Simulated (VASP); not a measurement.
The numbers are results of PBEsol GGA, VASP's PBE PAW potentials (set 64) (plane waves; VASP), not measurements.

A VASP calculation is set up with these files.

File KPOINTS:
```
K-points
0
Gamma
 3 3 3
```

File POSCAR:
```
CaPbF6
1.0
  0.0000000000   4.3169850000   4.3169850000
  4.3169850000   0.0000000000   4.3169850000
  4.3169850000   4.3169850000   0.0000000000
Ca Pb F
1 1 6
Cart
  4.3174037475   4.3163245013   4.2931984126
 -0.0146345791  -0.0192667041   0.0293425470
  4.3122017806   4.3269572354   6.5480460178
  4.3288049049   4.2927882991   2.0510902302
  6.5652535201   4.2928098840   4.2905650518
  2.0829452625   4.3456886333   4.3230071941
  4.3133587326   6.5474114211   4.3320469607
  4.3135616309   2.1161860470   4.3516029027
```

### INCAR
```
ALGO = Normal
EDIFF = 1E-6
ENCUT = 400
GGA = PS
ISIF = 2
ISMEAR = -1
LASPH = .True.
LCHARG = .False.
LMAXMIX = 4
LREAL = .False.
LWAVE = .False.
NELM = 100
PREC = Accurate
SIGMA = 0.01
SYSTEM = CaPbF6
```

POTCAR, in this order: Ca_sv Pb_d F (PBE.64 set). Program: vasp_std.

What VASP printed:

**OSZICAR**
```
       N       E                     dE             d eps       ncg     rms          rms(c)
DAV:   1     0.721606330992E+03    0.72161E+03   -0.30080E+04  1092   0.140E+03
DAV:   2     0.312208591756E+02   -0.69039E+03   -0.66800E+03  1400   0.435E+02
DAV:   3    -0.391068079569E+02   -0.70328E+02   -0.69831E+02  1256   0.158E+02
DAV:   4    -0.432879878728E+02   -0.41812E+01   -0.41738E+01  1834   0.384E+01
DAV:   5    -0.434018663497E+02   -0.11388E+00   -0.11385E+00  1509   0.449E+00    0.118E+01
DAV:   6    -0.393700447900E+02    0.40318E+01   -0.16667E+01  1708   0.380E+01    0.500E+00
DAV:   7    -0.392960348491E+02    0.74010E-01   -0.89481E-01  1600   0.628E+00    0.284E+00
DAV:   8    -0.392916297977E+02    0.44051E-02   -0.19544E-01  1603   0.411E+00    0.413E-01
DAV:   9    -0.392974578069E+02   -0.58280E-02   -0.38311E-02  1518   0.125E+00    0.169E-01
DAV:  10    -0.393018332492E+02   -0.43754E-02   -0.40119E-03  1697   0.545E-01    0.936E-02
DAV:  11    -0.393026767208E+02   -0.84347E-03   -0.11599E-03  1585   0.245E-01    0.329E-02
DAV:  12    -0.393027735039E+02   -0.96783E-04   -0.16264E-04  1703   0.111E-01    0.959E-03
DAV:  13    -0.393027718524E+02    0.16514E-05   -0.11297E-05  1545   0.330E-02    0.456E-03
DAV:  14    -0.393027716266E+02    0.22584E-06   -0.18927E-06   943   0.120E-02
   1 F= -.39302772E+02 E0= -.39302772E+02  d E =-.915676E-11
```

File OUTCAR:
```
------------------------ aborting loop because EDIFF is reached ----------------------------------------
  FORCE on cell =-STRESS in cart. coord.  units (eV):
  Direction    XX          YY          ZZ          XY          YZ          ZX
  --------------------------------------------------------------------------------------
  Total       -6.9938166     -7.6284850     -6.4884632     -0.0836522      0.0378550     -0.0103955
  in kB      -69.6391092    -75.9586546    -64.6071841     -0.8329455      0.3769317     -0.1035105
  external PRESSURE =     -70.0683160 kB  Pullay stress =       0.0000000 kB
  volume of cell :      160.91
      direct lattice vectors                 reciprocal lattice vectors
     0.000000000  4.316985000  4.316985000    -0.115821575  0.115821575  0.115821575
     4.316985000  0.000000000  4.316985000     0.115821575 -0.115821575  0.115821575
     4.316985000  4.316985000  0.000000000     0.115821575  0.115821575 -0.115821575
 POSITION                                       TOTAL-FORCE (eV/Angst)
 -----------------------------------------------------------------------------------
      4.31740      4.31632      4.29320        -0.031695      0.009026      0.214749
      4.30235      4.29772      0.02934         0.551179      0.740391     -1.318977
      4.31220      4.32696      6.54805         0.024708     -0.002157      0.471435
      4.32880      4.29279      2.05109        -0.022592      0.020016      0.669345
      6.56525      4.29281      4.29057        -0.198637      0.035483      0.026599
      2.08295      4.34569      4.32301        -0.325317     -0.029079     -0.022526
      4.31336      6.54741      4.33205         0.033746     -0.030364     -0.030581
      4.31356      2.11619      4.35160        -0.031391     -0.743317     -0.010044
 -----------------------------------------------------------------------------------
    total drift:                                0.001285      0.000004     -0.000732
  FREE ENERGIE OF THE ION-ELECTRON SYSTEM (eV)
  ---------------------------------------------------
  free  energy   TOTEN  =       -39.3027716266 eV

  energy  without entropy=      -39.3027716266  energy(sigma->0) =      -39.30277163
```
(Selected blocks of OUTCAR.)

OUTCAR:
```
 val. band max:       -3.7167835478   @ k =   0.0000   0.0000   0.0000

 cond. band min:      -0.2316445962   @ k =   0.0000   0.0000   0.0000


 Fermi energy:        -3.4931045057

 k-point     1 :       0.0000    0.0000    0.0000
  band No.  band energies     occupation
      1     -39.2368      2.00000
      2     -24.0036      2.00000
      3     -23.7576      2.00000
      4     -23.6551      2.00000
      5     -23.4596      2.00000
      6     -23.3346      2.00000
      7     -23.2880      2.00000
      8     -20.1469      2.00000
      9     -20.1313      2.00000
     10     -20.0834      2.00000
     11     -17.2985      2.00000
     12     -17.2924      2.00000
     13     -17.2878      2.00000
     14     -16.9724      2.00000
     15     -16.9549      2.00000
     16      -9.8015      2.00000
     17      -6.3505      2.00000
     18      -6.3062      2.00000
     19      -6.2093      2.00000
     20      -5.0230      2.00000
     21      -5.0069      2.00000
     22      -4.9586      2.00000
     23      -4.7721      2.00000
     24      -4.7551      2.00000
     25      -4.3939      2.00000
     26      -4.3569      2.00000
     27      -4.3091      2.00000
     28      -4.2733      2.00000
     29      -4.2106      2.00000
     30      -4.1858      2.00000
     31      -3.7555      2.00000
     32      -3.7404      2.00000
     33      -3.7168      2.00000
     34      -0.2316      0.00000
     35       5.1665      0.00000
     36       6.0250      0.00000
     37       6.0597      0.00000
     38       6.0736      0.00000
     39       6.8568      0.00000

 k-point     2 :       0.3333    0.0000    0.0000
  band No.  band energies     occupation
      1     -39.2368      2.00000
      2     -24.0491      2.00000
      3     -23.8403      2.00000
      4     -23.7331      2.00000
      5     -23.3478      2.00000
      6     -23.2469      2.00000
      7     -23.2136      2.00000
      8     -20.2088      2.00000
      9     -20.1884      2.00000
...
```

At this cut-off the stress carries a Pulay error, which pulls relaxed volumes low. Unless said otherwise, spin-orbit coupling is left out, though it shifts the bands of the heavy elements here.

The structure comes from a computed database's CaPbF6 entry; how it stands against other phases isn't given here. The cell was not relaxed at this level, atoms are displaced from their ideal sites. The k-mesh is coarse (spacing up to 0.42 per Å, 2π included), so the numbers may not be converged in it.
